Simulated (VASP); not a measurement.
Take KZnF3 (cubic perovskite), against free atoms with fixed spin and no zero-point term, in VASP with PAW potentials, and its cohesive energy.

**Question.** One run gives 3.86 eV/atom. Which level is it?
A) PBEsol
B) LDA
C) PBE

**Answer.** A, PBEsol.  The others give 4.36 (LDA), 3.61 (PBE).

Only levels that ran to the end are used. Left out are those held back, those with too coarse a band path, GW runs whose mesh misses a band edge, hybrids' fits of cells that aren't cubic and levels without matching references; a question may draw on a part of the rest.
